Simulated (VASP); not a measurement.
# GeRh with PBEsol: from relaxation to properties, part 2 of 5

Aim: relax GeRh, then compute properties on the relaxed cell. The start is a computed cell from the Materials Project.

VASP 6.6.1; PBEsol; plane waves and PAW (Ge_d, Rh_pv).

Still holding for the runs below: The k-mesh is coarse for a metal.

So far. Step 2 (Relaxing cell and atoms (PBEsol)): It ends with a largest force of 0.007 eV/Å and a pressure of 0.10 GPa. The relaxed cell has a = 4.838 Å (conventional setting).

### Step 3. Second relaxation

A relaxation keeps the plane waves of the cell it began with, so it is repeated from the new cell, on a basis made for it.

Contents of INCAR:

```
SYSTEM = GeRh
PREC = Accurate
ENCUT = 410
EDIFF = 1E-06
NELM = 100
ISMEAR = 0
SIGMA = 0.05
LREAL = .FALSE.
ALGO = Normal
GGA = PS
NBANDS = 71
LASPH = .TRUE.
LORBIT = 11
LWAVE = .FALSE.
LCHARG = .FALSE.
KPAR = 4
IBRION = 2
NSW = 60
ISIF = 3
EDIFFG = -0.01
```

Contents of POSCAR:

```
GeRh
1.0
    4.8378848563      0.0000000000      0.0000000000
    0.0000000000      4.8378848563      0.0000000000
    0.0000000000      0.0000000000      4.8378848563
Ge Rh
4 4
Direct
    0.1612964374      0.3387035626      0.6612964374
    0.3387035626      0.6612964374      0.1612964374
    0.6612964374      0.1612964374      0.3387035626
    0.8387035626      0.8387035626      0.8387035626
    0.8674006621      0.6325993379      0.3674006621
    0.6325993379      0.3674006621      0.8674006621
    0.3674006621      0.8674006621      0.6325993379
    0.1325993379      0.1325993379      0.1325993379
```

Contents of KPOINTS:

```
Automatic mesh
0
Gamma
5 5 5
0 0 0
```

Potentials, in the order of the species: Ge_d and Rh_pv (PBE family, release 64).

Launch:

```console
> mpirun -np 4 vasp_std
```

Log:

```text
[banner, memory and clock lines left out]
running    4 mpi-ranks, on    1 nodes
 distrk:  each k-point on    1 cores,    4 groups
 distr:  one band on    1 cores,    1 groups

 POSCAR found type information on POSCAR GeRh
 POSCAR found :  2 types and       8 ions
 [... a notice as in an earlier step ...]

 LDA part: xc-table for (Slater+PW92), standard interpolation
 POSCAR, INCAR and KPOINTS ok, starting setup
 FFT: planning ... GRIDC
 FFT: planning ... GRID_SOFT
 FFT: planning ... GRID
 WAVECAR not read
 entering main loop
       N       E                     dE             d eps       ncg     rms          rms(c)
DAV:   1     0.157703081992E+04    0.15770E+04   -0.48480E+04  2191   0.383E+03
DAV:   2     0.204784089654E+03   -0.13722E+04   -0.13213E+04  1562   0.103E+03
DAV:   3    -0.414632523403E+02   -0.24625E+03   -0.23614E+03  1604   0.254E+02
DAV:   4    -0.579893313010E+02   -0.16526E+02   -0.16192E+02  1828   0.733E+01
DAV:   5    -0.584422511941E+02   -0.45292E+00   -0.45231E+00  1712   0.135E+01    0.227E+01
DAV:   6    -0.571037587637E+02    0.13385E+01   -0.64605E+00  1748   0.139E+01    0.788E+00
DAV:   7    -0.568068980344E+02    0.29686E+00   -0.10203E+00  1983   0.804E+00    0.601E+00
DAV:   8    -0.567128229632E+02    0.94075E-01   -0.35196E-01  1783   0.307E+00    0.594E-01
DAV:   9    -0.567108820479E+02    0.19409E-02   -0.26929E-02  2006   0.147E+00    0.315E-01
DAV:  10    -0.567104621227E+02    0.41993E-03   -0.31976E-03  1806   0.435E-01    0.907E-02
DAV:  11    -0.567104333668E+02    0.28756E-04   -0.35144E-04  1743   0.138E-01    0.370E-02
DAV:  12    -0.567104411375E+02   -0.77707E-05   -0.26896E-05  1936   0.348E-02    0.690E-03
DAV:  13    -0.567104403363E+02    0.80120E-06   -0.27961E-06  1191   0.146E-02
   1 F= -.56710440E+02 E0= -.56709573E+02  d E =-.567104E+02
 curvature:   0.00 expect dE= 0.000E+00 dE for cont linesearch  0.000E+00
 trial: gam= 0.00000 g(F)=  0.168E-04 g(S)=  0.904E-04 ort = 0.000E+00 (trialstep = 0.100E+01)
 search vector abs. value=  0.107E-03
 reached required accuracy - stopping structural energy minimisation
```

Wall time 18 s (4 MPI ranks of AMD EPYC 7R43, shared host); peak memory 0.71 GiB; 71 s of CPU time.

Parts of OUTCAR (step 3):

```text
  LATTYP: Found a simple cubic cell.
 ALAT       =     4.8378848563

 Found     11 irreducible k-points:

   ENCUT  =  410.0 eV  30.13 Ry    5.49 a.u.   7.99  7.99  7.99*2*pi/ulx,y,z

   NELECT =     116.0000    total number of electrons

 E-fermi :  10.7059

 k-point     1 :       0.0000    0.0000    0.0000
  band No.  band energies     occupation
    ...
     55       9.5702      2.00000
     56       9.5702      2.00000
     57      10.5476      1.99999
     58      10.5476      1.99999
     59      10.5476      1.99999
     60      12.6224      0.00000
     61      12.6224      0.00000
     62      12.6224      0.00000
     63      14.1808      0.00000
     64      14.1808      0.00000
    ...

 k-point     2 :       0.2000    0.0000    0.0000
  band No.  band energies     occupation
    ...
     54       9.3627      2.00000
     55       9.5124      2.00000
     56       9.8966      2.00000
     57      10.2792      2.00000
     58      10.4142      2.00000
     59      11.3862      0.00000
     60      12.1794      0.00000
     61      12.4735      0.00000
     62      12.7767      0.00000
     63      13.3197      0.00000
    ...

  Total       -0.0706811     -0.0706811     -0.0706811      0.0000000      0.0000000      0.0000000
  in kB       -1.0001096     -1.0001096     -1.0001096      0.0000000      0.0000000      0.0000000
  external PRESSURE =      -1.0001096 kB  Pullay stress =       0.0000000 kB

  energy-cutoff  :      410.00
  volume of cell :      113.23
      direct lattice vectors                 reciprocal lattice vectors
     4.837884856  0.000000000  0.000000000     0.206701902  0.000000000  0.000000000
     0.000000000  4.837884856  0.000000000     0.000000000  0.206701902  0.000000000
     0.000000000  0.000000000  4.837884856     0.000000000  0.000000000  0.206701902

 POSITION                                       TOTAL-FORCE (eV/Angst)
 -----------------------------------------------------------------------------------
      0.78033      1.63861      3.19928        -0.004422      0.004422     -0.004422
      1.63861      3.19928      0.78033         0.004422     -0.004422     -0.004422
      3.19928      0.78033      1.63861        -0.004422     -0.004422      0.004422
      4.05755      4.05755      4.05755         0.004422      0.004422      0.004422
      4.19638      3.06044      1.77744         0.003077     -0.003077      0.003077
      3.06044      1.77744      4.19638        -0.003077      0.003077      0.003077
      1.77744      4.19638      3.06044         0.003077      0.003077     -0.003077
      0.64150      0.64150      0.64150        -0.003077     -0.003077     -0.003077
 -----------------------------------------------------------------------------------
    total drift:                               -0.000001      0.000000      0.000000

  FREE ENERGIE OF THE ION-ELECTRON SYSTEM (eV)
  ---------------------------------------------------
  free  energy   TOTEN  =       -56.7104403363 eV

  energy  without entropy=      -56.7087065254  energy(sigma->0) =      -56.70957343

 total charge
# of ion       s       p       d       tot
------------------------------------------
    1        1.109   1.172  10.121  12.402
    2        1.109   1.172  10.121  12.402
    3        1.109   1.172  10.121  12.402
    4        1.109   1.172  10.121  12.402
    5        0.321   6.290   7.337  13.948
    6        0.321   6.290   7.337  13.948
    7        0.321   6.290   7.337  13.948
    8        0.321   6.290   7.337  13.948
--------------------------------------------------
tot          5.718  29.848  69.832 105.398

[... 6 parts as in an earlier step ...]

[... 6 further parts left out ...]
```

Little changed from the start: no atom moved by 0.005 Å and no cell edge by 0.1 %.

Numbers from this step:

```
free energy (TOTEN)             : -56.7104 eV
energy at zero smearing         : -56.7096 eV
pressure                        : -0.1000 GPa
SCF cycles over all ionic steps : 13
```

It ends with a largest force of 0.008 eV/Å and a pressure of -0.10 GPa. The volume moved by under 0.01 %: the run met its threshold at the first step.

### Step 4. Density, ELF and potential (PBEsol)

A single point on the relaxed cell gives a clean self-consistent state, with density, ELF and potential written out.

INCAR, as its differences from that of step 3:

```diff
@@ -14,7 +14,5 @@
 LWAVE = .FALSE.
-LCHARG = .FALSE.
-KPAR = 4
-IBRION = 2
-NSW = 60
-ISIF = 3
-EDIFFG = -0.01
+LCHARG = .TRUE.
+ISIF = 2
+LELF = .TRUE.
+LVHAR = .TRUE.
```

POSCAR is that of step 3.

KPOINTS is that of step 3.

Launch:

```console
> mpirun -np 4 vasp_std
```

Log:

```text
[banner, memory and clock lines left out]
running    4 mpi-ranks, on    1 nodes
 distrk:  each k-point on    4 cores,    1 groups
 distr:  one band on    1 cores,    4 groups

 POSCAR found type information on POSCAR GeRh
 POSCAR found :  2 types and       8 ions
 [... a notice as in an earlier step ...]

 LDA part: xc-table for (Slater+PW92), standard interpolation
|                                                                             |
|           W    W    AA    RRRRR   N    N  II  N    N   GGGG   !!!           |
|           W    W   A  A   R    R  NN   N  II  NN   N  G    G  !!!           |
|           W    W  A    A  R    R  N N  N  II  N N  N  G       !!!           |
|           W WW W  AAAAAA  RRRRR   N  N N  II  N  N N  G  GGG   !            |
|           WW  WW  A    A  R   R   N   NN  II  N   NN  G    G                |
|           W    W  A    A  R    R  N    N  II  N    N   GGGG   !!!           |
|                                                                             |
|     The number of bands has been changed from the values supplied in        |
|     The orbitals not found in the WAVECAR file will be initialized with     |
|     random numbers, which is usually adequate. For correlated               |
|     calculations, however, you should redo the groundstate calculation.     |
|     I found NBANDS = 71. Now, NBANDS = 72.                                  |
|                                                                             |

 POSCAR, INCAR and KPOINTS ok, starting setup
 FFT: planning ... GRIDC
 FFT: planning ... GRID_SOFT
 FFT: planning ... GRID
 WAVECAR not read
 entering main loop
       N       E                     dE             d eps       ncg     rms          rms(c)
DAV:   1     0.157145348805E+04    0.15715E+04   -0.47885E+04  2240   0.377E+03
DAV:   2     0.201839961089E+03   -0.13696E+04   -0.13113E+04  1584   0.106E+03
DAV:   3    -0.423741908008E+02   -0.24421E+03   -0.23465E+03  1648   0.253E+02
DAV:   4    -0.580254510385E+02   -0.15651E+02   -0.15425E+02  1872   0.716E+01
DAV:   5    -0.584436061774E+02   -0.41816E+00   -0.41797E+00  1720   0.132E+01    0.227E+01
DAV:   6    -0.571056125037E+02    0.13380E+01   -0.62284E+00  1776   0.137E+01    0.789E+00
DAV:   7    -0.568077415318E+02    0.29787E+00   -0.98313E-01  1992   0.798E+00    0.602E+00
DAV:   8    -0.567128775351E+02    0.94864E-01   -0.34508E-01  1840   0.303E+00    0.595E-01
DAV:   9    -0.567108539527E+02    0.20236E-02   -0.26238E-02  2024   0.145E+00    0.309E-01
DAV:  10    -0.567104593262E+02    0.39463E-03   -0.30418E-03  1832   0.416E-01    0.878E-02
DAV:  11    -0.567104335709E+02    0.25755E-04   -0.33871E-04  1752   0.137E-01    0.368E-02
DAV:  12    -0.567104411343E+02   -0.75634E-05   -0.25600E-05  1936   0.331E-02    0.695E-03
DAV:  13    -0.567104403063E+02    0.82802E-06   -0.28587E-06  1224   0.146E-02
   1 F= -.56710440E+02 E0= -.56709573E+02  d E =-.173383E-02
```

Elapsed: 16 s, on 4 MPI ranks; peak memory 0.42 GiB.

Parts of OUTCAR (step 4):

```text
 Found     11 irreducible k-points:

   k-points           NKPTS =     11   k-points in BZ     NKDIM =     11   number of bands    NBANDS=     72

   NELECT =     116.0000    total number of electrons

 E-fermi :  10.7059

 k-point     2 :       0.2000    0.0000    0.0000
  band No.  band energies     occupation
    ...
     54       9.3627      2.00000
     55       9.5124      2.00000
     56       9.8966      2.00000
     57      10.2791      2.00000
     58      10.4141      2.00000
     59      11.3862      0.00000
     60      12.1794      0.00000
     61      12.4735      0.00000
     62      12.7767      0.00000
     63      13.3197      0.00000
    ...

 k-point     3 :       0.4000    0.0000    0.0000
  band No.  band energies     occupation
    ...
     54       9.1624      2.00000
     55       9.6859      2.00000
     56       9.7485      2.00000
     57      10.0973      2.00000
     58      10.1168      2.00000
     59      11.8126      0.00000
     60      12.0700      0.00000
     61      12.0826      0.00000
     62      12.4868      0.00000
     63      13.8211      0.00000
    ...

  Total       -0.0673155     -0.0673155     -0.0673155     -0.0000000     -0.0000000      0.0000000
  in kB       -0.9524876     -0.9524876     -0.9524876     -0.0000000     -0.0000000      0.0000000
  external PRESSURE =      -0.9524876 kB  Pullay stress =       0.0000000 kB

 POSITION                                       TOTAL-FORCE (eV/Angst)
 -----------------------------------------------------------------------------------
      0.78033      1.63861      3.19928        -0.004428      0.004428     -0.004428
      1.63861      3.19928      0.78033         0.004428     -0.004428     -0.004428
      3.19928      0.78033      1.63861        -0.004428     -0.004428      0.004428
      4.05755      4.05755      4.05755         0.004428      0.004428      0.004428
      4.19638      3.06044      1.77744         0.002998     -0.002998      0.002998
      3.06044      1.77744      4.19638        -0.002998      0.002998      0.002998
      1.77744      4.19638      3.06044         0.002998      0.002998     -0.002998
      0.64150      0.64150      0.64150        -0.002998     -0.002998     -0.002998
 -----------------------------------------------------------------------------------
    total drift:                               -0.000001      0.000000      0.000000

  FREE ENERGIE OF THE ION-ELECTRON SYSTEM (eV)
  ---------------------------------------------------
  free  energy   TOTEN  =       -56.7104403063 eV

  energy  without entropy=      -56.7087064738  energy(sigma->0) =      -56.70957339

[... 12 parts as in an earlier step ...]

[... 2 further parts left out ...]
```

This step gave:

| Quantity | Value |
| --- | --- |
| SCF cycles | 13 |
| bands | 72 |
| pressure | -0.09525 GPa |

Valence electrons inside each PAW sphere by angular momentum. Sphere charges, by row:

```
atom  s (e)  p (e)  d (e)  tot (e)
 Ge1  1.109  1.172  10.12     12.4
 Ge2  1.109  1.172  10.12     12.4
 Ge3  1.109  1.172  10.12     12.4
 Ge4  1.109  1.172  10.12     12.4
 Rh5  0.321   6.29  7.337    13.95
 Rh6  0.321   6.29  7.337    13.95
 Rh7  0.321   6.29  7.337    13.95
 Rh8  0.321   6.29  7.337    13.95
```

Valence density in the ac plane at fractional y = 0.133, with atoms of Ge and Rh within 0.2 Å of it. It is the smooth field of the valence electrons, not physical close to the nuclei.

Values in e/Å³, 14 rows by 14 columns, each cell a mean:
```
 1  1  1  1  0  0  0  0  0  0  0  0  0  0
 0  0  0  0  0  0  0  0  0  0  0  0  0  0
 0  0  0  0  0  0  0  0  0  0  0  0  0  0
 0  0  0  0  0  0  0  0  0  0  0  0  0  0
 0  0  0  0  0  0  0  0  0  0  0  0  0  0
 0  0  0  0  0  0  0  0  0  0  0  0  0  0
 0  0  0  0  0  0  0  0  1  1  1  0  0  0
 0  0  0  0  0  0  0  1  3  6  3  1  0  0
 0  0  0  0  0  0  0  2  8 14  9  2  0  0
 1  2  2  1  0  0  0  2  8 14  9  2  0  0
 3  5  6  3  1  0  0  1  3  5  3  1  0  1
 5  8  9  6  2  0  0  0  1  1  1  0  0  1
 4  8  8  5  2  0  0  0  0  0  0  0  0  1
 2  4  5  3  1  0  0  0  0  0  0  0  0  1
```
Columns run along a (4.8 Å), rows up along c (4.8 Å). Atoms in or near the plane, at fractional coordinates: Ge at (0.66, 0.34), Rh at (0.13, 0.13).

Electrostatic potential energy in the ac plane at fractional y = 0.133, with atoms of Ge and Rh within 0.2 Å of it. With pseudopotentials it is smooth inside the atoms' cores, unlike the true potential.

Ten even steps from '0' (-60 eV) to '9' (1 eV), each cell a mean:
```
86689999999999
99999999999999
99999999999999
99889999999999
98889999999999
99889999999999
99999998767899
99999996323699
99999984101489
75569984101489
31026996323687
10005999767896
10015999999997
41137999999998
```
Columns run along a (4.8 Å; values clipped at the 3rd and 97th percentile), rows up along c (4.8 Å). Atoms in or near the plane, at fractional coordinates: Ge at (0.66, 0.34), Rh at (0.13, 0.13).

ELF in the ac plane at fractional y = 0.133, with atoms of Ge and Rh within 0.2 Å of it. It is the smooth field of the valence electrons, not physical close to the nuclei.

Ten even steps from '0' (0.06) to '9' (0.46), each cell a mean:
```
46653333445554
55555433455666
67776543345666
67887543444544
57997544555323
57997556886422
47997579998643
46766689856765
44444789323887
67764688323997
86686689757986
71068579999866
82167457887646
77784344555544
```
Columns run along a (4.8 Å), rows up along c (4.8 Å). Atoms in or near the plane, at fractional coordinates: Ge at (0.66, 0.34), Rh at (0.13, 0.13).

In this run the pressure is -0.10 GPa, small enough to go on; single stress components reach 0.10 GPa.

[end of part 2 of 5]

[Lines on the potential files, build, host, timing and source positions are cut from VASP's logs without a mark.]

[Logs are printed without paths, hosts, clocks, repeated set-up lines and the standing remarks that a program may print on its own settings, such as how far it seeks lower states.]

[Hosts, paths, dates, database ids (printed as entryN), source tags and the programs' standing remarks are cut or masked in the printed files.]

[A measured line is paired with the nearest computed mode of its activity, which favours agreement.]

[In band tables of VASP the shares of atoms and orbitals are scaled to a sum of 1 inside the atoms' spheres.]
